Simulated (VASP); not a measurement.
Data:

```xyz
2
Lattice="0.0000 2.8379 2.8379 2.8379 0.0000 2.8379 2.8379 2.8379 0.0000" Properties=species:S:1:pos:R:3 pbc="T T T"
Ge     2.8379     2.8379     0.0000
Ge     1.4190     1.4190     1.4190
```

Method: AM05 GGA, VASP's PBE PAW potentials (set 64) (plane waves; VASP). Settings: 520 eV cut-off, 12×12×12 Γ-centred mesh, tetrahedra with Blöchl corrections, potentials Ge_d.

Task: The job: Ge (diamond), 2 atoms, AM05, static run, 520 eV, 12×12×12 Γ-centred mesh. Roughly how much core time does it take on a busy server core?

Result: About 50 core-seconds (one run on a shared machine, a rough figure). It had 72 irreducible k-points, 18 bands, up to 1248 plane waves and 13 electronic steps.

The compound is Ge in the diamond structure. It was relaxed first.
